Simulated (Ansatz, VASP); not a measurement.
# Al2Cu (Khatyrkite) in two plane-wave programs

One calculation is typed for both programs; each brings its own data sets. How far apart do they land? The cell is taken from a series of runs on this material, whose earlier steps may have relaxed, scaled, displaced or heated it; both programs get it as it stands.

Main program and level: Ansatz 0.2.0; plane waves, with VASP 6.6.1 beside it; relaxation of cell and atoms at PBE.

## (1) Set-up

Symmetry: I4/mcm, No. 140, tetragonal system. Conventional cell: a = 6.027 Å, b = 6.027 Å, c = 4.925 Å, α = 90.00°, β = 90.00°, γ = 90.00°. Nearest to Al lie 4 Cu at 2.58 Å and 1 Al at 2.71 Å. Nearest to Cu lie 2 Cu at 2.46 Å and 8 Al at 2.58 Å. Farther neighbours are not listed.

As a file:

```xyz
6
Lattice="-3.0133 3.0133 2.4624 3.0133 -3.0133 2.4624 3.0133 3.0133 -2.4624" Properties=species:S:1:pos:R:3 pbc="T T T"
Al    0.9586    3.9719    0.0000
Al    2.0547    0.9586    0.0000
Al    2.0547   -0.9586    2.4624
Al    0.9586    2.0547    2.4624
Cu    0.0000    0.0000    1.2312
Cu    0.0000    0.0000    3.6936
```

## (2) VASP: relaxation of cell and atoms, PBE

The relaxed volume is the usual yardstick between codes: in a stiff, nearly cubic crystal its relative difference is about their pressure difference at one cell divided by the bulk modulus.

Lines of VASP's logs that name or quote its potential files are left out, and so is its time.

INCAR

```
SYSTEM = Al2Cu
PREC = Accurate
ENCUT = 600
EDIFF = 1E-07
NELM = 120
ISMEAR = 1
SIGMA = 0.2
LREAL = .FALSE.
ALGO = Normal
GGA = PE
NBANDS = 23
LASPH = .TRUE.
LORBIT = 11
LWAVE = .FALSE.
LCHARG = .FALSE.
ISIF = 3
IBRION = 2
NSW = 80
EDIFFG = -0.005
GGA_COMPAT = .FALSE.
NELMIN = 4
KPAR = 2
```

POSCAR

```
Al2Cu
1.0
   -3.0133090000      3.0133090000      2.4623800000
    3.0133090000     -3.0133090000      2.4623800000
    3.0133090000      3.0133090000     -2.4623800000
Al Cu
4 2
Direct
    0.6590557092      0.1590557092      0.8181114184
    0.1590557092      0.3409442908      0.5000000000
    0.3409442908      0.8409442908      0.1818885816
    0.8409442908      0.6590557092      0.5000000000
    0.2500000000      0.2500000000      0.0000000000
    0.7500000000      0.7500000000      0.0000000000
```

KPOINTS

```
Automatic mesh
0
Gamma
8 8 8
0 0 0
```

The projector-augmented-wave data sets are Al and Cu (PBE family, release 64).

Started as:

```bash
mpirun -np 2 vasp_std
```

Numbers of over 12 decimals in the logs are rounded to 6 here.

Log:

```text
[banner, memory and clock lines left out]
running    2 mpi-ranks, on    1 nodes
 distrk:  each k-point on    1 cores,    2 groups
 distr:  one band on    1 cores,    1 groups

 POSCAR found type information on POSCAR AlCu
 POSCAR found :  2 types and       6 ions
 LDA part: xc-table for (Slater+PW92), standard interpolation
 POSCAR, INCAR and KPOINTS ok, starting setup
 FFT: planning ... GRIDC
 FFT: planning ... GRID_SOFT
 FFT: planning ... GRID
 WAVECAR not read
 entering main loop
       N       E                     dE             d eps       ncg     rms          rms(c)
DAV:   1     0.192854738378E+03    0.19285E+03   -0.15283E+04  2714   0.185E+03
DAV:   2    -0.160369256432E+02   -0.20889E+03   -0.19968E+03  2714   0.326E+02
DAV:   3    -0.277520563975E+02   -0.11715E+02   -0.11177E+02  3681   0.101E+02
DAV:   4    -0.280564129949E+02   -0.30436E+00   -0.30352E+00  3891   0.137E+01
DAV:   5    -0.280616903768E+02   -0.52774E-02   -0.52758E-02  3915   0.181E+00    0.216E+01
DAV:   6    -0.338479307572E+02   -0.57862E+01   -0.13839E+02  3282   0.321E+02    0.184E+01
DAV:   7    -0.239312678145E+02    0.99167E+01   -0.33076E+01  3287   0.123E+02    0.487E+00
DAV:   8    -0.233667479046E+02    0.56452E+00   -0.33544E+00  4309   0.401E+01    0.101E+00
DAV:   9    -0.233454613276E+02    0.21287E-01   -0.23029E-01  4407   0.411E+00    0.441E-01
DAV:  10    -0.233524297763E+02   -0.69684E-02   -0.20249E-02  4394   0.350E+00    0.699E-01
DAV:  11    -0.233438688777E+02    0.85609E-02   -0.34571E-02  4246   0.523E+00    0.768E-02
DAV:  12    -0.233440310383E+02   -0.16216E-03   -0.18956E-03  3143   0.287E-01    0.538E-02
DAV:  13    -0.233440231505E+02    0.78878E-05   -0.40766E-05  4413   0.784E-02    0.367E-02
DAV:  14    -0.233440026638E+02    0.20487E-04   -0.57150E-05  4370   0.209E-01    0.433E-03
DAV:  15    -0.233440029322E+02   -0.26839E-06   -0.67881E-06  4281   0.302E-02    0.320E-03
DAV:  16    -0.233440029001E+02    0.32066E-07   -0.36489E-08  2036   0.232E-03
   1 F= -.23344003E+02 E0= -.23342117E+02  d E =-.233440E+02
[...]
2 F= -.23356668E+02 E0= -.23355958E+02  d E =-.126647E-01
[...]
3 F= -.23361440E+02 E0= -.23362070E+02  d E =-.174373E-01
[...]
4 F= -.23363162E+02 E0= -.23364192E+02  d E =-.172158E-02
[...]
5 F= -.23363362E+02 E0= -.23364549E+02  d E =-.192150E-02
[...]
6 F= -.23364222E+02 E0= -.23365365E+02  d E =-.859771E-03
 trial-energy change:   -0.000860  1 .order   -0.000849   -0.001675   -0.000023
 step:   1.2931(harm=  1.2938)  dis= 0.00424  next Energy=   -23.364222 (dE=-0.860E-03)
 bond charge predicted
       N       E                     dE             d eps       ncg     rms          rms(c)
DAV:   1    -0.233642230673E+02   -0.16327E-05   -0.12133E-05  3467   0.741E-02    0.629E-03
DAV:   2    -0.233642230191E+02    0.48140E-07   -0.75153E-06  3584   0.801E-02    0.478E-03
DAV:   3    -0.233642224703E+02    0.54879E-06   -0.23678E-06  3518   0.462E-02    0.110E-03
DAV:   4    -0.233642224045E+02    0.65812E-07   -0.89199E-08  1542   0.251E-03
   7 F= -.23364222E+02 E0= -.23365365E+02  d E =-.860666E-03
 curvature:  -0.96 expect dE=-0.329E-05 dE for cont linesearch -0.118E-05
 trial: gam=-0.01608 g(F)=  0.173E-05 g(S)=  0.170E-05 ort = 0.490E-04 (trialstep = 0.128E+01)
 search vector abs. value=  0.236E-05
 reached required accuracy - stopping structural energy minimisation
```

Parts of OUTCAR (step 2):

```text
ion  position               nearest neighbor table
   1  0.659  0.159  0.818-   5 2.58   6 2.58   5 2.58   6 2.58   3 2.71   3 2.91   3 2.91   2 3.12
                             4 3.12   4 3.12   2 3.12   2 3.21   4 3.21   4 3.21   2 3.21
   2  0.159  0.341  0.500-   6 2.58   5 2.58   5 2.58   6 2.58   4 2.71   4 2.91   4 2.91   1 3.12
                             3 3.12   1 3.12   3 3.12   1 3.21   3 3.21   3 3.21   1 3.21
   3  0.341  0.841  0.182-   5 2.58   6 2.58   5 2.58   6 2.58   1 2.71   1 2.91   1 2.91   4 3.12
                             2 3.12   2 3.12   4 3.12   4 3.21   2 3.21   4 3.21   2 3.21
   4  0.841  0.659  0.500-   5 2.58   6 2.58   6 2.58   5 2.58   2 2.71   2 2.91   2 2.91   1 3.12
                             3 3.12   1 3.12   3 3.12   1 3.21   3 3.21   1 3.21   3 3.21
   5  0.250  0.250  0.000-   6 2.46   6 2.46   1 2.58   3 2.58   1 2.58   3 2.58   2 2.58   4 2.58
                             4 2.58   2 2.58
   6  0.750  0.750  0.000-   5 2.46   5 2.46   1 2.58   3 2.58   1 2.58   3 2.58   4 2.58   4 2.58
                             2 2.58   2 2.58

  LATTYP: Found a body centered tetragonal cell.
 ALAT       =     6.0266180000
 C/A-ratio  =     0.8171681032

 Subroutine GETGRP returns: Found 16 space group operations
 (whereof  8 operations were pure point group operations)

The static configuration has the point symmetry C_4h.
 The point group associated with its full space group is D_4h.

 Found     59 irreducible k-points:

   k-points           NKPTS =     59   k-points in BZ     NKDIM =     59   number of bands    NBANDS=     23

   dimension x,y,z NGX =    40 NGY =   40 NGZ =   40
   dimension x,y,z NGXF=    80 NGYF=   80 NGZF=   80

   ENCUT  =  600.0 eV  44.10 Ry    6.64 a.u.   9.83  9.83  9.83*2*pi/ulx,y,z

   NELECT =      34.0000    total number of electrons

 k-points in reciprocal lattice and weights: Automatic mesh
   0.00000000  0.00000000  0.00000000       0.002
   0.12500000 -0.00000000  0.00000000       0.016
   0.25000000 -0.00000000  0.00000000       0.016
   0.37500000 -0.00000000  0.00000000       0.016
   0.50000000 -0.00000000  0.00000000       0.008
   0.12500000  0.12500000  0.00000000       0.016
   0.25000000  0.12500000  0.00000000       0.031
   0.37500000  0.12500000  0.00000000       0.031
   0.50000000  0.12500000  0.00000000       0.031
[...]
-0.37500000 -0.37500000  0.37500000       0.004
   0.50000000  0.50000000  0.50000000       0.002

 average (electrostatic) potential at core
       1 -72.6237       2 -72.6237       3 -72.6237       4 -72.6237       5 -64.3922
       6 -64.3922

 E-fermi :   7.9313

 k-point     1 :       0.0000    0.0000    0.0000
  band No.  band energies     occupation
    ...
     16       6.8207      2.00000
     17       6.8207      2.00000
     18       7.0984      2.00000
     19       7.5940      2.03832
     20       7.9672      0.70114
     21       9.4355     -0.00000
     22       9.4355     -0.00000
     23       9.7379     -0.00000

 k-point     2 :       0.1250   -0.0000    0.0000
  band No.  band energies     occupation
    ...
     15       6.2975      2.00000
     16       6.4173      2.00000
     17       6.5701      2.00000
     18       7.0692      2.00000
     19       7.6101      2.04562
     20       9.0859     -0.00000
     21      10.1097     -0.00000
     22      10.1657     -0.00000
     23      11.0449     -0.00000

 k-point     3 :       0.2500   -0.0000    0.0000
  band No.  band energies     occupation
    ...
     14       5.2777      2.00000
     15       5.5249      2.00000
     16       5.8466      2.00000
     17       7.2754      2.00004
     18       7.7778      1.96227
     19       8.6221     -0.00001
     20      10.0433     -0.00000
     21      10.6313     -0.00000
     22      11.7374     -0.00000
     23      11.8128     -0.00000

  Total       -0.0100629     -0.0100629      0.0030409      0.0000000      0.0000000      0.0000000
  in kB       -0.1799041     -0.1799041      0.0543655      0.0000000      0.0000000      0.0000000
  external PRESSURE =      -0.1018143 kB  Pullay stress =       0.0000000 kB

  energy-cutoff  :      600.00
  volume of cell :       89.62
      direct lattice vectors                 reciprocal lattice vectors
    -3.044127869  3.044127869  2.417718680     0.000000000  0.164250656  0.206806526
     3.044127869 -3.044127869  2.417718680     0.164250656  0.000000000  0.206806526
     3.044127869  3.044127869 -2.417718680     0.164250656  0.164250656  0.000000000

 POSITION                                       TOTAL-FORCE (eV/Angst)
 -----------------------------------------------------------------------------------
      0.95926      4.00339     -0.00000        -0.002118     -0.002118      0.000000
      2.08487      0.95926      0.00000         0.002118     -0.002118      0.000000
      2.08487     -0.95926      2.41772         0.002118      0.002118     -0.000000
      0.95926      2.08487      2.41772        -0.002118      0.002118     -0.000000
      0.00000      0.00000      1.20886        -0.000000     -0.000000      0.000000
      0.00000      0.00000      3.62658        -0.000000     -0.000000      0.000000
 -----------------------------------------------------------------------------------
    total drift:                               -0.000000     -0.000000      0.000000

  FREE ENERGIE OF THE ION-ELECTRON SYSTEM (eV)
  ---------------------------------------------------
  free  energy   TOTEN  =       -23.3642224045 eV

  energy  without entropy=      -23.3676501912  energy(sigma->0) =      -23.36536500

 reached required accuracy - stopping structural energy minimisation

 total charge
# of ion       s       p       d       tot
------------------------------------------
    1        0.421   0.336   0.000   0.756
    2        0.421   0.336   0.000   0.756
    3        0.421   0.336   0.000   0.756
    4        0.421   0.336   0.000   0.756
    5        0.492   0.514   9.118  10.124
    6        0.492   0.514   9.118  10.124
--------------------------------------------------
tot          2.666   2.372  18.236  23.273

[... 3 further parts left out ...]
```

CONTCAR:

```
Al2Cu
   1.00000000000000
    -3.0441278686786788    3.0441278686786788    2.4177186795060224
     3.0441278686786788   -3.0441278686786788    2.4177186795060224
     3.0441278686786788    3.0441278686786788   -2.4177186795060224
  Al              Cu
     4     2
Direct
     0.6575588459285511    0.1575588459285511    0.8151176918571093
     0.1575588459285511    0.3424411540714489    0.5000000000000000
     0.3424411540714489    0.8424411540714489    0.1848823081428907
     0.8424411540714489    0.6575588459285511    0.5000000000000000
     0.2500000000000000    0.2500000000000000    0.0000000000000000
     0.7500000000000000    0.7500000000000000    0.0000000000000000
```

(Part 1 of 2 ends here.)

[Lines on the potential files, build, host, timing and source positions are cut from VASP's logs without a mark.]

[Logs are printed without paths, hosts, clocks, repeated set-up lines and the standing remarks that a program may print on its own settings, such as how far it seeks lower states.]

[Hosts, paths, dates, database ids (printed as entryN), source tags and the programs' standing remarks are cut or masked in the printed files.]
